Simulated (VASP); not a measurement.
Consider the following.

```
CELL_PARAMETERS angstrom
      4.63728     0.00000     0.00000
      0.00000     4.63728     0.00000
      0.00000     0.00000     4.63792
ATOMIC_POSITIONS crystal
  Zr 0.00000 0.00000 0.00000
  Zr 0.50000 0.50000 0.00000
  C  0.50000 0.50000 0.50000
  C  0.00000 0.00000 0.50000
  C  0.00000 0.50000 0.00000
  C  0.50000 0.00000 0.00000
  Hf 0.50000 0.00000 0.50000
  Hf 0.00000 0.50000 0.50000
```

Calculation: PBEsol GGA, VASP's PBE PAW potentials (set 64) (plane waves; VASP). Settings: 520 eV cut-off, 8×8×8 Γ-centred mesh, tetrahedra with Blöchl corrections, potentials Zr_sv C Hf_pv.

The cores are frozen, which limits the accuracy of field gradients.

Problem. Give the principal components of the electric field gradient (V/Å²) and the asymmetry η at each nucleus.

Solution. 
```tsv
atom	Vxx	Vyy	Vzz	η
Zr1	-1.2	-1.2	2.4	0.00
Zr2	-1.2	-1.2	2.4	0.00
C3	-0.7	-0.7	1.5	0.00
C4	-0.7	-0.7	1.5	0.00
C5	0.3	0.3	-0.7	0.00
C6	0.3	0.3	-0.7	0.00
Hf7	-0.1	-0.1	0.2	-
Hf8	-0.1	-0.1	0.2	-
```

The structure was generated: Hf2Zr2C4 was put into an ordered model structure (P4/mmm), which need not be its known phase. It was relaxed first.
